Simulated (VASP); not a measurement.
Output of a VASP run:

File OSZICAR:
```
       N       E                     dE             d eps       ncg     rms          rms(c)
DAV:   1     0.182991955500E+03    0.18299E+03   -0.16427E+04  1486   0.230E+03
DAV:   2    -0.422058479761E+02   -0.22520E+03   -0.21732E+03  1470   0.388E+02
DAV:   3    -0.536003488806E+02   -0.11395E+02   -0.10961E+02  1565   0.118E+02
DAV:   4    -0.538360242717E+02   -0.23568E+00   -0.23347E+00  1734   0.152E+01
DAV:   5    -0.538440262887E+02   -0.80020E-02   -0.80015E-02  1767   0.266E+00    0.224E+01
DAV:   6    -0.496858982372E+02    0.41581E+01   -0.61193E+01  1683   0.137E+02    0.172E+01
DAV:   7    -0.462748148858E+02    0.34111E+01   -0.16201E+01  1618   0.709E+01    0.548E+00
DAV:   8    -0.463072834773E+02   -0.32469E-01   -0.63265E-01  1673   0.719E+00    0.269E+00
DAV:   9    -0.462394297130E+02    0.67854E-01   -0.24087E-01  1681   0.863E+00    0.333E-01
DAV:  10    -0.462464355129E+02   -0.70058E-02   -0.14387E-02  1697   0.125E+00    0.160E-01
DAV:  11    -0.462473730226E+02   -0.93751E-03   -0.33947E-03  1685   0.558E-01    0.950E-02
DAV:  12    -0.462478750416E+02   -0.50202E-03   -0.86317E-04  1835   0.373E-01    0.425E-02
DAV:  13    -0.462478898545E+02   -0.14813E-04   -0.14136E-04  1625   0.143E-01    0.112E-02
DAV:  14    -0.462479058682E+02   -0.16014E-04   -0.69736E-05  1595   0.808E-02    0.728E-03
DAV:  15    -0.462479181612E+02   -0.12293E-04   -0.13232E-05  1713   0.527E-02    0.517E-03
DAV:  16    -0.462479225246E+02   -0.43634E-05   -0.85752E-06  1621   0.437E-02    0.148E-03
DAV:  17    -0.462479226547E+02   -0.13004E-06   -0.44417E-07  1466   0.102E-02    0.104E-03
DAV:  18    -0.462479227412E+02   -0.86482E-07   -0.56946E-08   875   0.393E-03
   1 F= -.46247923E+02 E0= -.46247830E+02  d E =-.276813E-03
```

File OUTCAR:
```
------------------------ aborting loop because EDIFF is reached ----------------------------------------
  FORCE on cell =-STRESS in cart. coord.  units (eV):
  Direction    XX          YY          ZZ          XY          YZ          ZX
  --------------------------------------------------------------------------------------
  Total        4.1435053      4.1435053      4.1435053      0.0000000     -0.0000000      0.0000000
  in kB      169.5937679    169.5937679    169.5937679      0.0000000     -0.0000000      0.0000000
  external PRESSURE =     169.5937679 kB  Pullay stress =       0.0000000 kB
  volume of cell :       39.14
      direct lattice vectors                 reciprocal lattice vectors
     3.395388949  0.000000000  0.000000000     0.294517069  0.000000000  0.000000000
     0.000000000  3.395388949  0.000000000     0.000000000  0.294517069  0.000000000
     0.000000000  0.000000000  3.395388949     0.000000000  0.000000000  0.294517069
 POSITION                                       TOTAL-FORCE (eV/Angst)
 -----------------------------------------------------------------------------------
      0.00000      0.00000      0.00000         0.000000      0.000000      0.000000
      0.00000      1.69769      1.69769         0.000000      0.000000      0.000000
      1.69769      0.00000      1.69769         0.000000      0.000000      0.000000
      1.69769      1.69769      0.00000         0.000000      0.000000      0.000000
 -----------------------------------------------------------------------------------
    total drift:                                0.000000      0.000000      0.000000
  FREE ENERGIE OF THE ION-ELECTRON SYSTEM (eV)
  ---------------------------------------------------
  free  energy   TOTEN  =       -46.2479227412 eV

  energy  without entropy=      -46.2476459281  energy(sigma->0) =      -46.24783047
```
(Selected blocks of OUTCAR.)

**POSCAR**
```
Ni3Si
1
    3.3953889490     0.0000000000     0.0000000000
    0.0000000000     3.3953889490     0.0000000000
    0.0000000000     0.0000000000     3.3953889490
Si Ni
1 3
Direct
  0.0000000000   0.0000000000   0.0000000000
  0.0000000000   0.5000000000   0.5000000000
  0.5000000000   0.0000000000   0.5000000000
  0.5000000000   0.5000000000   0.0000000000
```

Problem. Reconstruct the remaining input files.

Solution. Several could match; the one computed here: the input of the run itself, r2SCAN meta-GGA, plane waves, VASP's PBE PAW potentials (set 64).

### KPOINTS
```
Automatic mesh
0
Gamma
9 9 9
0 0 0
```

**INCAR**
```
! general
SYSTEM =Ni3Si
PREC   =Accurate
ENCUT  =520
LREAL  =.False.
LASPH  =.True.

! electronic loop
EDIFF  =1E-7   ! SCF stop (eV)
NELM   =100
ALGO   =Normal
LMAXMIX=4
LMIXTAU=.True.

! smearing
ISMEAR =1
SIGMA  =0.1   ! width (eV)

! functional
METAGGA=R2SCAN

! ions
ISIF   =2

! output
LWAVE  =.False.
LCHARG =.False.
```

POTCAR, in this order: Si Ni (PBE.64 set). Program: vasp_std.

The compound is Ni3Si in the L1_2 structure. This cell is one point of a volume scan, at 0.94 of the reference volume. The run is not spin-polarised, so no magnetic state was tried.
